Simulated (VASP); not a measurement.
**MgO: energy against strain**

MgO (rock salt, Fm-3m, 9.327 Å³/atom at rest, cube axes along x, y and z) under a strain ε along a cube axis (axis z), the other axes held. PBEsol in VASP (plane waves, PAW), 600 eV, 12×12×12 Γ-centred mesh, Gaussian smearing 0.05 eV; ions are relaxed within the symmetry of each cell.

Here s stands for strain and y for E less E0.

```
strain (%)  E less E0 (meV/atom)
----------  --------------------
-3.00                          ?
-1.50                       2.20
-1.00                       0.98
-0.50                       0.26
0.00                        0.00
0.50                        0.18
1.00                        0.76
1.50                        1.73
```

Taking a parabola for y over the 7 complete rows: Least squares gives y = 0.000 - 0.1379·s + 0.8729·s². Residuals (row less fit): 0.029, -0.031, -0.027, 0.000, 0.031, 0.025, -0.027; standard error 0.035 (degrees of freedom: 4). Twice the quadratic coefficient over the volume, 2 × 0.8729 meV × 10⁴ × 0.1602 / 9.327 Å³, is the elastic constant C11 = 300 ± 5 GPa.

Problem. Predict the withheld y at s = -3.00 from the fit, and compare with the calculation.

Solution. y = 0.000 - 0.1379 × (-3.0) + 0.8729 × (-3.0)² = 8.270 meV/atom. The calculation gives 9.13 meV/atom, 0.860 meV/atom above the prediction (9.4 % of the range of y in the table). The row lies outside the fitted rows, so this is an extrapolation. From the scatter of the fitted rows alone, a prediction at this place has a standard error of 0.133 meV/atom, so the miss is 6.5 times that.

One order more, fitted to all 13 runs of the series, follows each within 0.01, so the miss is the next term of a smooth law. Rows are the converged runs of the series near zero and its far end; series whose fitted rows scatter by over a few per cent of the range, as at a crossing or softening among them, aren't shown in this form. Most that stay on the fit to the last digits aren't either.
